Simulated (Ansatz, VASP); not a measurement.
**BeInH3 in two plane-wave programs**

One calculation is typed for both programs; each brings its own data sets. How far apart do they land? The cell is generated by rule, not measured, and may not be a known phase. The two relaxations start from unlike cells of this crystal (the structure described is Ansatz's start), so only their ends are compared.

Main program and level: Ansatz 0.2.0; plane waves, with VASP 6.6.1 beside it; relaxation of cell and atoms at LDA.

The structure was built from a prototype and need not be the compound's stable phase.

### 1. Set-up

The structure is orthorhombic, space group Amm2 (No. 38). The conventional cell has a = 3.530 Å, b = 4.993 Å, c = 4.993 Å, α = 90.00°, β = 90.00°, γ = 90.00°. Nearest to In lie 1 H at 2.35 Å. Nearest to Be lie 2 H at 1.53 Å. H has 1 Be at 1.53 Å nearest. Nearest to H lie 2 Be at 1.78 Å. Farther neighbours are not listed.

### 2. Ansatz: relaxation of cell and atoms, LDA, pair 1

Ansatz runs on its PAW soft_1 files.

The relaxed volume is the usual yardstick between codes: in a stiff, nearly cubic crystal its relative difference is about their pressure difference at one cell divided by the bulk modulus.

input.yaml

```yaml
crystal:
  lattice:
    - [3.5304351694, 0.0, 0.0]
    - [0.0, 3.5304351694, 0.0]
    - [0.0, 0.0, 3.5304351694]
  atoms:
    - { symbol: In, position: [0.0, -6.4398e-06, -6.4398e-06] }
    - { symbol: Be, position: [0.5, 0.5127117074, 0.5127117074] }
    - { symbol: H, position: [0.5, 0.4711616292, -0.0552407505] }
    - { symbol: H, position: [0.5, -0.0552407505, 0.4711616292] }
    - { symbol: H, position: [0.0, 0.4711616292, 0.4711616292] }
kpoints:
  mp_grid: { grid: [12, 12, 12] }
hamiltonian:
  xc: lda
  pseudopotentials: { kind: paw, azcp: { folder: soft_1 }, xc_functional: pbe }
scf:
  occupations: { method: methfessel_paxton, width: 0.2 }
output:
  forces: true
  stress: true
  eigenvalues: true
relax:
  adjacent_minimum: "off"
  f_tol: 0.002
  max_steps: 120
  cell: { stress_tol: 0.03 }
```

Launch:

```bash
$ ansatz run input.yaml --threads 4 --pin off --max-ram 16384MiB --backend cpu --events-out ev --progress --plain --runs-dir out
```

Numbers of over 12 decimals in the logs are rounded to 6 here.

Log:

```text
Engine: ansatz 0.2.0, aarch64-unknown-linux-gnu
Pseudopotentials: kind: paw
Pseudopotential: In, paw, valence charge 13, recommended cutoff 420 eV (normal), soft_1/In.paw.azcp
Pseudopotential: Be, paw, valence charge 2, recommended cutoff 420 eV (normal), soft_1/Be.paw.azcp
Pseudopotential: H, paw, valence charge 1, recommended cutoff 420 eV (normal), soft_1/H.paw.azcp
Functional definition: SPW92
  exchange = slater_x
  correlation = pw_c
Crystal: 5 atoms, lattice volume = 44.003 Å³
Basis set: ecut = 420 eV, 847 PW (Γ)
Bands: 14, of which v1, the nominal top of the filled ones, is band 9 counted from 1 (8 counted from 0)
Symmetry: 4 space group operations
Space group: Amm2 (ITA 38), of the structure as read, at distance tolerance 3.5e-5 Å
k-points: 301 of 1728 (time reversal used)
Non-local potential: In, projectors of the file, l = 0: 2, l = 1: 2, l = 2: 2, l = 3: 1
Non-local potential: Be, projectors of the file, l = 0: 2, l = 1: 2, l = 2: 1
Non-local potential: H, projectors of the file, l = 0: 2, l = 1: 1
PAW form: soft (Blöchl's): semilocal exchange-correlation on the pseudo side does not see the compensation charge
PAW frozen core: In, regenerated for the run's functional, and the local potential with it (the file was generated under x = pbe(κ = 0.804, μ = 0.219515), c = pbe(β = 0.066725))
PAW frozen core: Be, regenerated for the run's functional, and the local potential with it (the file was generated under x = pbe(κ = 0.804, μ = 0.219515), c = pbe(β = 0.066725))
PAW one-centre angular grid: In, 590 points (default); XC on 64 Gauss nodes
PAW one-centre angular grid: Be, 110 points (default); XC on 64 Gauss nodes
PAW one-centre angular grid: H, 110 points (default); XC on 64 Gauss nodes
Initial density: superposition of atomic densities (chi_scale 0.1, normalization cell, long waves kept (reshape's long-wave potential 0.00 eV rms))
Initial wavefunctions: pseudopotential atomic-orbital guess
Functional: x = slater, c = lda
SCF iter   1: F=—  HF=-5591.076516 eV  |F-HF|=—  |Δ(HF+E_count)|=         —  Δρ=5.59e-2  dr2=1.68e0  ethr=3.10e-3  ⟨swp⟩=5.2  Hψ=24309  notcnv=0
preconditioner: auto → none  [metal: Δε(μ)=0.021 eV  Ē_g=13.893 eV  σ=0.200 eV  W_gap=0.09  n_scr=6 (ndim 8)  ℏωp=23.7 eV  f_vac=0.000  D(μ)=0.65/eV (n_scr^D=0)  sad-step TF]
SCF iter   2: F=—  HF=-5590.638492 eV  |F-HF|=—  |Δ(HF+E_count)|=   4.38e-1  S|Δr|=    0.00e0  Δρ=3.04e-2  dr2=5.70e-1  ethr=3.10e-3  ⟨swp⟩=2.0  Hψ=7902  notcnv=0  defer=204
SCF iter   3: F=—  HF=-5590.414492 eV  |F-HF|=—  |Δ(HF+E_count)|=   2.24e-1  S|Δr|=    0.00e0  Δρ=4.73e-3  dr2=7.52e-3  ethr=3.10e-3  ⟨swp⟩=2.1  Hψ=6653  notcnv=0  defer=204
SCF iter   4: F=—  HF=-5590.411883 eV  |F-HF|=—  |Δ(HF+E_count)|=   2.61e-3  S|Δr|=    0.00e0  Δρ=1.36e-3  dr2=3.62e-4  ethr=4.18e-5  ⟨swp⟩=2.1  Hψ=8295  notcnv=0  defer=197
SCF iter   5: F=—  HF=-5590.411861 eV  |F-HF|=—  |Δ(HF+E_count)|=   2.18e-5  S|Δr|=    0.00e0  Δρ=2.95e-4  dr2=5.14e-5  ethr=2.01e-6  ⟨swp⟩=2.0  Hψ=6671  notcnv=0  defer=197
SCF iter   6: F=—  HF=-5590.411846 eV  |F-HF|=—  |Δ(HF+E_count)|=   1.47e-5  S|Δr|=    0.00e0  Δρ=5.14e-5  dr2=1.06e-6  ethr=2.86e-7  ⟨swp⟩=2.1  Hψ=6545  notcnv=0  defer=196
SCF iter   7: F=—  HF=-5590.411846 eV  |F-HF|=—  |Δ(HF+E_count)|=   1.37e-7  S|Δr|=    0.00e0  Δρ=1.89e-5  dr2=2.22e-7  ethr=5.56e-10  ⟨swp⟩=9.1  Hψ=22991  notcnv=0
SCF iter   8: F=-5590.411846 eV  HF=-5590.411846 eV  |F-HF|=2.93e-9  |Δ(HF+E_count)|=   6.88e-8  S|Δr|=    0.00e0  Δρ=2.77e-6  dr2=4.24e-9  ethr=5.56e-10  ⟨swp⟩=4.1  Hψ=13903  notcnv=0
SCF 1 converged in 8 iterations: F = -5590.411846 eV  dr2 = 4.24e-9
  greatest PAW one-centre occupation: 0.984 electrons in one spin orbital (limit 2), on the In atom at site 0 (counted from 0), in its partial waves of l = 2
relax step   1: F+E_penalty+E_count = -5590.41184626 eV  Δ(F+E_penalty+E_count) = +0.000e0 eV  max|allowed force component| = 2.251e-1 eV/Å  Δτ_max = 0.0000 Å  P = +1.630 GPa  Ω = 44.003 Å³  (8 SCF iters, dr2 threshold 1.00e-7 eV, accepted)
[...]
relax step  14: F+E_penalty+E_count = -5590.97075196 eV  Δ(F+E_penalty+E_count) = -6.519e-3 eV  max|allowed force component| = 1.946e-2 eV/Å  Δτ_max = 0.0127 Å  P = +0.426 GPa  Ω = 51.729 Å³  energy of the carried Pulay correction = -4.574e-4 eV  (4 SCF iters, dr2 threshold 5.00e-7 eV, accepted)
[...]
relax step  15: F+E_penalty+E_count = -5590.97166977 eV  Δ(F+E_penalty+E_count) = -9.178e-4 eV  max|allowed force component| = 1.520e-2 eV/Å  Δτ_max = 0.0064 Å  P = +0.011 GPa  Ω = 52.343 Å³  energy of the carried Pulay correction = -8.060e-4 eV  (4 SCF iters, dr2 threshold 5.00e-7 eV, accepted)
[...]
relax step  16: F+E_penalty+E_count = -5590.97172531 eV  Δ(F+E_penalty+E_count) = -5.554e-5 eV  max|allowed force component| = 1.242e-3 eV/Å  Δτ_max = 0.0034 Å  P = +0.004 GPa  Ω = 52.347 Å³  energy of the carried Pulay correction = -8.090e-4 eV  (4 SCF iters, dr2 threshold 1.44e-8 eV, accepted)
[...]
relax step  17: F+E_penalty+E_count = -5590.97259879 eV  Δ(F+E_penalty+E_count) = -8.735e-4 eV  max|allowed force component| = 1.230e-3 eV/Å  Δτ_max = 0.0000 Å  P = +0.005 GPa  Ω = 52.347 Å³  stress off target by 6.95e-3 GPa  SCF on the basis re-selected at this cell (its energy is not comparable with the rows above)  (6 SCF iters)
basis re-selected at this cell: Δ(F+E_penalty+E_count) = -8.735e-4 eV, ΔP = +0.001 GPa vs the last step (what re-selecting the basis moved, of the pressure what is left beyond the Pulay correction that the steps carried, after the strain that the cell walked since its last selection, with what the two solves' SCF thresholds leave and, on support functions, any second-order correction that the steps lacked; it is no m [...]
SCF converged after 6 iterations
Stability not checked: this state was not tested for a lower state beside it, because cold or Methfessel-Paxton smearing, or corrected tetrahedra, fill the levels in a way that the test cannot read (fill_not_monotonic; see scf.lower_state_search)
Free energy (F): -5590.972599 eV
Harris-Foulkes:  -5590.972599 eV  (|F-HF|=1.82e-12)
Internal energy: -5590.975766 eV  (E = F + TS)
E sigma→0 (E₀):  -5590.973391 eV
Entropy (-TS):   0.003168 eV (0.634 meV/atom)
Fermi energy:    5.106446 eV
Step filling:    the computed levels leave a gap of 0.0225 eV = 0.1 smearing widths at the electron count; against every level under it full and every level over it empty, smearing changes F+E_penalty+E_count by +0.772 meV and its σ→0 estimate by -0.020 meV
--- Per-component energies (eV) ---
  E_band       = -76.496611
  E_kinetic    = 275.138833
  E_local      = -1339.798177  (includes V_loc(G=0)·N_el)
  E_nonlocal   = 335.862435
  E_hartree    = 536.184491
  E_xc         = -188.987569
  E_vxc        = -145.852582  (∫ρ·V_xc dr)
  E_paw        = -4120.365992  (= ΣΔE_a)
  E_vpaw       = -274.213442  (= ΣTr[D̂ρ^β])
  E_aug_tail   = -0.002639  (compensation charges beyond the density's cutoff)
  E_ewald      = -1089.321971
  E_core_change = 0.314822  (= ΣΔE_core)
  E_smearing   = 0.003168  (= −TS)
  E_closure    = 0.000000  (closes the sum)
  Σ components = -5590.972599   (vs F -5590.972599, Δ=0.00e0)
--- Forces (eV/Å), atoms counted from 1 ---
  atom   1  In     0.00000000     0.00122982     0.00122982
  atom   2  Be    -0.00000000     0.00014424     0.00014424
  atom   3  H     -0.00000000    -0.00010049    -0.00063452
  atom   4  H     -0.00000000    -0.00063452    -0.00010049
  atom   5  H      0.00000000    -0.00063959    -0.00063959
  max |Σ_I F_I| component: 5.35e-7 eV/Å
--- Stress (GPa, compression-positive) ---
        0.003305       0.000000       0.000000
        0.000000       0.006312       0.000636
       -0.000000       0.000636       0.006312
  P = ⅓ Tr σ = 0.0053 GPa (0.053 kbar)
--- Band table (eV; the first three rows and the last of 301) ---
  k-point 0: bands = [... 5 lower, -4.0860, 1.8002, 2.1397, 3.6910, 6.6861, 8.5700, 11.0626, 13.5399, ... 1 higher]
  k-point 1: bands = [... 5 lower, -4.0338, 1.5125, 2.0962, 3.9293, 6.7663, 8.5519, 10.9367, 13.5701, ... 1 higher]
  k-point 2: bands = [... 5 lower, -3.8773, 0.7972, 2.1711, 4.3089, 6.8281, 8.7126, 10.5635, 13.6558, ... 1 higher]
  k-point 300: bands = [... 5 lower, 1.4227, 2.3723, 2.8673, 4.4064, 5.1022, 6.8130, 7.2385, 7.3988, ... 1 higher]
--- Relaxed structure (15 steps of the walk, 13 accepted, 2 SCFs on fresh bases) ---
  F+E_penalty+E_count = -5590.97259879 eV   max|allowed force component| = 1.230e-3 eV/Å   (the final SCF, on the basis selected at the relaxed cell)
  cell:  # Å, volume = 52.3473 Å³
    - [2.775919, 0, 0]
    - [0, 4.342959, -0.060239]
    - [0, -0.060239, 4.342959]
  atoms:
    - { symbol: In, position: [0, 0.017755, 0.017755] }
    - { symbol: Be, position: [0.5, 0.564089, 0.564089] }
    - { symbol: H, position: [0.5, 0.496805, -0.114474] }
    - { symbol: H, position: [0.5, -0.114474, 0.496805] }
    - { symbol: H, position: [0, 0.435613, 0.435613] }
```

### 3. VASP: relaxation of cell and atoms, LDA, pair 1

Its own start cell and the same functional (in two slightly different forms), mesh and smearing now go to VASP, with its own data sets.

Lines of VASP's logs that name or quote its potential files are left out, and so is its time.

INCAR

```
SYSTEM = BeInH3
PREC = Accurate
ENCUT = 600
EDIFF = 1E-07
NELM = 120
ISMEAR = 1
SIGMA = 0.2
LREAL = .FALSE.
ALGO = Normal
GGA = CA
NBANDS = 15
LORBIT = 11
LWAVE = .FALSE.
LCHARG = .FALSE.
ISIF = 3
IBRION = 2
NSW = 80
EDIFFG = -0.005
LASPH = .TRUE.
GGA_COMPAT = .FALSE.
NELMIN = 4
KPAR = 2
```

POSCAR

```
BeInH3
1.0
    2.7806615282      0.0000000000      0.0000000000
    0.0000000000      4.3309648034     -0.0585787634
    0.0000000000     -0.0585787634      4.3309648034
In Be H
1 1 3
Direct
    0.0000000000      0.0177649096      0.0177649096
    0.5000001416      0.5641415913      0.5641415913
    0.5000001416      0.4961680393      0.8863829853
    0.5000001416      0.8863829853      0.4961680393
    0.0000000000      0.4353303193      0.4353303193
```

KPOINTS

```
Automatic mesh
0
Gamma
12 12 12
0 0 0
```

Potentials, in the order of the species: In_d, Be and H (LDA family, release 64).

Launch:

```bash
$ mpirun -np 2 vasp_std
```

Log:

```text
[banner, memory and clock lines left out]
running    2 mpi-ranks, on    1 nodes
 distrk:  each k-point on    1 cores,    2 groups
 distr:  one band on    1 cores,    1 groups

 POSCAR found type information on POSCAR InBeH
 POSCAR found :  3 types and       5 ions
 LDA part: xc-table for (Slater(with rela. corr.)+CA(PZ))
 , standard interpolation
 POSCAR, INCAR and KPOINTS ok, starting setup
 FFT: planning ... GRIDC
 FFT: planning ... GRID_SOFT
 FFT: planning ... GRID
 WAVECAR not read
 entering main loop
       N       E                     dE             d eps       ncg     rms          rms(c)
DAV:   1     0.982139194905E+02    0.98214E+02   -0.90105E+03  9086   0.146E+03
DAV:   2    -0.112099655202E+02   -0.10942E+03   -0.10505E+03  9611   0.319E+02
DAV:   3    -0.178835185419E+02   -0.66736E+01   -0.66294E+01 11942   0.782E+01
DAV:   4    -0.180295450442E+02   -0.14603E+00   -0.14598E+00 11003   0.118E+01
DAV:   5    -0.180360569071E+02   -0.65119E-02   -0.65117E-02 13733   0.225E+00    0.602E+00
DAV:   6    -0.168401628676E+02    0.11959E+01   -0.10327E+00 14083   0.120E+01    0.306E+00
DAV:   7    -0.165648776065E+02    0.27529E+00   -0.78572E-01 14530   0.603E+00    0.771E-01
DAV:   8    -0.165669374652E+02   -0.20599E-02   -0.10872E-01 10878   0.303E+00    0.320E-01
DAV:   9    -0.165668341698E+02    0.10330E-03   -0.28545E-03 11672   0.391E-01    0.188E-01
DAV:  10    -0.165669544240E+02   -0.12025E-03   -0.65181E-04 12658   0.186E-01    0.596E-02
DAV:  11    -0.165669322555E+02    0.22169E-04   -0.16853E-04 13527   0.136E-01    0.276E-02
DAV:  12    -0.165669299107E+02    0.23448E-05   -0.16886E-05 11845   0.350E-02    0.122E-02
DAV:  13    -0.165669299989E+02   -0.88237E-07   -0.13151E-06 10879   0.723E-03    0.668E-03
DAV:  14    -0.165669300145E+02   -0.15602E-07   -0.82663E-08  6856   0.349E-03
   1 F= -.16566930E+02 E0= -.16568007E+02  d E =-.165669E+02
[...]
2 F= -.16567060E+02 E0= -.16568135E+02  d E =-.130115E-03
[...]
3 F= -.16567145E+02 E0= -.16568217E+02  d E =-.215429E-03
[...]
4 F= -.16567239E+02 E0= -.16568298E+02  d E =-.934373E-04
[...]
5 F= -.16567264E+02 E0= -.16568309E+02  d E =-.118343E-03
[...]
6 F= -.16567264E+02 E0= -.16568310E+02  d E =-.118484E-03
[...]
7 F= -.16567278E+02 E0= -.16568321E+02  d E =-.137544E-04
 trial-energy change:   -0.000014  1 .order   -0.000014   -0.000018   -0.000009
 step:   3.0008(harm=  3.0008)  dis= 0.00058  next Energy=   -16.567282 (dE=-0.180E-04)
 bond charge predicted
       N       E                     dE             d eps       ncg     rms          rms(c)
DAV:   1    -0.165673026300E+02   -0.24920E-04   -0.17420E-03 13692   0.364E-01    0.233E-02
DAV:   2    -0.165672880375E+02    0.14592E-04   -0.35212E-05 11963   0.783E-02    0.130E-02
DAV:   3    -0.165672818368E+02    0.62007E-05   -0.11145E-05 12646   0.433E-02    0.341E-03
DAV:   4    -0.165672817343E+02    0.10257E-06   -0.11689E-06 12395   0.109E-02    0.292E-03
DAV:   5    -0.165672817094E+02    0.24843E-07   -0.53342E-08  5628   0.311E-03
   8 F= -.16567282E+02 E0= -.16568322E+02  d E =-.177819E-04
 curvature:  -2.26 expect dE=-0.749E-05 dE for cont linesearch -0.740E-08
 trial: gam= 0.27772 g(F)=  0.180E-05 g(S)=  0.152E-05 ort =-0.243E-06 (trialstep = 0.183E+01)
 search vector abs. value=  0.457E-05
 reached required accuracy - stopping structural energy minimisation
```

OUTCAR, selected parts (step 3):

```text
ion  position               nearest neighbor table
   1  0.000  0.018  0.018-   2 3.07   2 3.07
   2  0.500  0.564  0.564-   3 1.43   4 1.43   5 1.59   5 1.59   1 3.07   1 3.07
   3  0.500  0.496  0.886-   2 1.43
   4  0.500  0.886  0.496-   2 1.43
   5  0.000  0.435  0.435-   2 1.59   2 1.59

  LATTYP: Found a base centered orthorhombic cell.
 ALAT       =     6.0420662815
 B/A-ratio  =     1.0274220367
 C/A-ratio  =     0.4602169852

 Subroutine GETGRP returns: Found  4 space group operations
 (whereof  4 operations were pure point group operations)

The static configuration has the point symmetry C_2v.

 Found    301 irreducible k-points:

   k-points           NKPTS =    301   k-points in BZ     NKDIM =    301   number of bands    NBANDS=     15

   dimension x,y,z NGX =    24 NGY =   36 NGZ =   36
   dimension x,y,z NGXF=    48 NGYF=   72 NGZF=   72

   ENCUT  =  600.0 eV  44.10 Ry    6.64 a.u.   5.55  8.65  8.65*2*pi/ulx,y,z

   NELECT =      18.0000    total number of electrons

 k-points in reciprocal lattice and weights: Automatic mesh
   0.00000000  0.00000000  0.00000000       0.001
   0.08333333  0.00000000  0.00000000       0.001
   0.16666667  0.00000000  0.00000000       0.001
   0.25000000  0.00000000  0.00000000       0.001
   0.33333333  0.00000000  0.00000000       0.001
   0.41666667  0.00000000  0.00000000       0.001
   0.50000000  0.00000000  0.00000000       0.001
   0.00000000  0.08333333  0.00000000       0.002
   0.08333333  0.08333333  0.00000000       0.005
[...]
0.41666667  0.50000000  0.50000000       0.001
   0.50000000  0.50000000  0.50000000       0.001

 average (electrostatic) potential at core
       1 -96.6426       2 -32.6960       3 -31.4116       4 -31.4116       5 -32.0244

 E-fermi :   3.4214

 k-point     1 :       0.0000    0.0000    0.0000
  band No.  band energies     occupation
    ...
      5     -10.1648      2.00000
      6      -5.7731      2.00000
      7       0.1021      2.00000
      8       0.4292      2.00000
      9       1.9931      2.00000
     10       4.9827     -0.00000
     11       6.8536     -0.00000
     12       9.3407      0.00000
     13      11.8463      0.00000
     14      12.0345      0.00000
    ...

 k-point     2 :       0.0833    0.0000    0.0000
  band No.  band energies     occupation
    ...
      5     -10.2026      2.00000
      6      -5.6501      2.00000
      7       0.1833      2.00000
      8       0.5230      2.00000
      9       2.0987      2.00000
     10       5.1242     -0.00000
     11       6.7650     -0.00000
     12       9.4694      0.00000
     13      10.7625      0.00000
     14      12.5426      0.00000
    ...

 k-point     3 :       0.1667    0.0000    0.0000
  band No.  band energies     occupation
    ...
      5     -10.3039      2.00000
      6      -5.2782      2.00000
      7       0.4058      2.00000
      8       0.7914      2.00000
      9       2.3958      2.00000
     10       5.5418     -0.00000
     11       6.3034     -0.00000
     12       9.8017      0.00000
     13       9.8311      0.00000
     14      12.4438      0.00000
    ...

  Total        0.0104213     -0.0041135     -0.0041135      0.0000000     -0.0027535      0.0000000
  in kB        0.3183567     -0.1256633     -0.1256633      0.0000000     -0.0841164      0.0000000
  external PRESSURE =       0.0223434 kB  Pullay stress =       0.0000000 kB

  energy-cutoff  :      600.00
  volume of cell :       52.45
      direct lattice vectors                 reciprocal lattice vectors
     2.776025870  0.000000000  0.000000000     0.360227191  0.000000000  0.000000000
     0.000000000  4.346999792 -0.060611989     0.000000000  0.230088453  0.003208217
     0.000000000 -0.060611989  4.346999792     0.000000000  0.003208217  0.230088453

 POSITION                                       TOTAL-FORCE (eV/Angst)
 -----------------------------------------------------------------------------------
      0.00000      0.07687      0.07687         0.000000      0.002057      0.002057
      1.38801      2.41885      2.41885         0.000000     -0.000134     -0.000134
      1.38801      2.10455      3.81874         0.000000      0.002320     -0.002130
      1.38801      3.81874      2.10455         0.000000     -0.002130      0.002320
      0.00000      1.86741      1.86741         0.000000     -0.002113     -0.002113
 -----------------------------------------------------------------------------------
    total drift:                               -0.000037      0.000399      0.000399

  FREE ENERGIE OF THE ION-ELECTRON SYSTEM (eV)
  ---------------------------------------------------
  free  energy   TOTEN  =       -16.5672817094 eV

  energy  without entropy=      -16.5704012550  energy(sigma->0) =      -16.56832156

 reached required accuracy - stopping structural energy minimisation

 total charge
# of ion       s       p       d       tot
------------------------------------------
    1        1.125   0.359   9.870  11.354
    2        0.412   0.652   0.000   1.064
    3        0.528   0.008   0.000   0.537
    4        0.528   0.008   0.000   0.537
    5        0.535   0.006   0.000   0.540
--------------------------------------------------
tot          3.129   1.034   9.870  14.032

[... 3 further parts left out ...]
```

CONTCAR:

```
BeInH3
   1.00000000000000
     2.7760258695849451    0.0000000000000000    0.0000000000000000
     0.0000000000000000    4.3469997922592079   -0.0606119887750254
     0.0000000000000000   -0.0606119887750254    4.3469997922592079
  In              Be              H
     1     1     3
Direct
     0.0000000000000000    0.0179338559597169    0.0179338559597169
     0.5000001415999975    0.5643101919958287    0.5643101919958287
     0.5000001415999975    0.4964832090361642    0.8853997441574675
     0.5000001415999975    0.8853997441574675    0.4964832090361642
     0.0000000000000000    0.4356608436508250    0.4356608436508250
```

### 4. Side by side

Known differences besides the potentials themselves: the two LDA forms differ slightly; the cutoff is 420 eV in Ansatz and 600 eV in VASP; VASP's log shows a relativistic correction to its local exchange, Ansatz's none; Ansatz adds a Pulay correction to the stress that steers its cell, VASP none. Total energies have different zeros and are not compared.

The two programs side by side:

| quantity | Ansatz | VASP | difference |
| --- | --- | --- | --- |
| volume (Å³) | 52.35 | 52.45 | -0.19 % |
| edge a after relaxation, in the typed setting (Å) | 2.776 | 2.776 | +0.00 % |
| edge b after relaxation, in the typed setting (Å) | 4.343 | 4.347 | -0.09 % |

(Continued in part 2 of 2.)

[Lines on the potential files, build, host, timing and source positions are cut from VASP's logs without a mark.]

[Logs are printed without paths, hosts, clocks, repeated set-up lines and the standing remarks that a program may print on its own settings, such as how far it seeks lower states.]

[Hosts, paths, dates, database ids (printed as entryN), source tags and the programs' standing remarks are cut or masked in the printed files.]
